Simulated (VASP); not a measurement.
Data:

```
CdSe
1.0
    0.00000     3.13375     3.13375
    3.13375     0.00000     3.13375
    3.13375     3.13375     0.00000
Cd Se
1 1
Direct
  0.00000   0.00000   0.00000
  0.25000   0.25000   0.25000
```

All values below come from PBE GGA, VASP's PBE PAW potentials (set 64) (plane waves; VASP). Settings: 520 eV cut-off, 7×7×7 Γ-centred mesh, Gaussian smearing of 0.050 eV, potentials Cd Se.

Problem. Estimate the energy per atom (σ→0), pressure, band gap (on the k-mesh) with the smallest direct gap where there is one.

Solution. 
The band gap (on the k-mesh) is 0.42 eV, the smallest direct gap (on the k-mesh) is 0.42 eV and the energy per atom (σ→0) is -2.746 eV/atom. The pressure is -1.21 GPa.

Only differences to runs with the same potentials and settings are physical.

The compound is CdSe in the zinc blende structure, whereas wurtzite is the usual form. This cell is one point of a volume scan, at 1.03 of the reference volume.
